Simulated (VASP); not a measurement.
Data:

```xyz
3
Lattice="0.0000 2.8115 2.8115 2.8115 0.0000 2.8115 2.8115 2.8115 0.0000" Properties=species:S:1:pos:R:3 pbc="T T T"
Ca     0.0000     0.0000     0.0000
F      1.4057     1.4057     1.4057
F      4.2172     4.2172     4.2172
```

Computed with RPBE GGA, VASP's PBE PAW potentials (set 64) (plane waves; VASP). Run with 520 eV cut-off, 7×7×7 Γ-centred mesh, Gaussian smearing of 0.050 eV, potentials Ca_sv F.

Give the energy at these volumes per atom, relative to the lowest: 13.85, 14.29, 14.73, 15.17, 15.62 Å³.

14.8, 4.0, 0.0, 1.6, 7.9 meV/atom. A third-order Birch-Murnaghan fit gives B0 = 66.0 GPa and B0′ = 4.9.

Measured: bulk modulus 83.0 GPa (computed value off by -20.5 %), as given by On the Morphology of Group II Metal Fluoride Nanocrystals at Finite Temperature and Partial Pressure of HF, PMC6154342; a 5.466 Å (computed value off by +2.9 %), as given by M. Råsander et al., The Journal of Chemical Physics (2015), arXiv:1505.02379. The calculation is for a static lattice, while the measured bulk modulus, a hold thermal and zero-point effects, which are part of the difference.

The compound is CaF2 in the fluorite structure. It was relaxed first, which changed the volume by +9 %.
